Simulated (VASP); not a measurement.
Given:

```
Sn
1.0
   -2.91500     2.91500     1.59000
    2.91500    -2.91500     1.59000
    2.91500     2.91500    -1.59000
Sn
2
Cartesian
  2.91500   0.00000   0.79500
  0.00000   0.00000   0.00000
```

Level of theory: PBE GGA, VASP's PBE PAW potentials (set 64) (plane waves; VASP). Settings: 300 eV cut-off, 7×7×5 Γ-centred mesh, Fermi-Dirac smearing of 0.10 eV, potentials Sn_d.

Problem. Give the energies of bands 11 to 17 at the high-symmetry points, in eV from the Fermi level.

Solution. 
```csv
band,Γ,X,M,Z,P,N
11,-11.08,-8.83,-7.47,-6.41,-5.90,-6.85
12,-3.52,-8.83,-7.47,-5.49,-5.90,-5.33
13,-1.90,0.69,-4.75,-2.98,-3.47,-2.22
14,-1.90,0.69,-4.75,-2.86,-3.47,-1.62
15,3.06,1.69,5.12,-2.86,3.68,-1.07
16,6.35,1.69,5.12,3.21,3.68,2.33
17,6.35,6.10,9.54,5.67,4.07,2.95
```

It has no gap at this level: it comes out as a metal or semimetal.

The structure is a typed Sn crystal (I4_1/amd). The cell was not relaxed at this level. The k-mesh is coarse (spacing up to 0.32 per Å, 2π included), so the numbers may not be converged in it.
